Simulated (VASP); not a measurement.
```yaml
crystal:
  lattice:
    - [0.00000, 2.58907, 2.58907]
    - [2.58907, 0.00000, 2.58907]
    - [2.58907, 2.58907, 0.00000]
  atoms:
    - { symbol: Mg, position: [0.00000, 0.00000, 0.00000] }
    - { symbol: S, position: [0.50000, 0.50000, 0.50000] }
```

All values below come from PBEsol GGA, VASP's PBE PAW potentials (set 64) (plane waves; VASP). Settings: 400 eV cut-off, 9×9×9 Γ-centred mesh, Gaussian smearing of 0.010 eV, potentials Mg S.

### Question
Give the electronic dielectric tensor ε∞ (DFPT, local fields included).

### Answer

```
5.50  0.00  0.00
0.00  5.50  0.00
0.00  0.00  5.50
```

### Question
Give the Born effective charges.

### Answer

| atom | Z*xx | Z*yy | Z*zz | mean |
|---|---|---|---|---|
| Mg1 | 2.30 | 2.30 | 2.30 | 2.30 |
| S2 | -2.30 | -2.30 | -2.30 | -2.30 |

The compound is MgS in the rock salt structure. It was relaxed first.
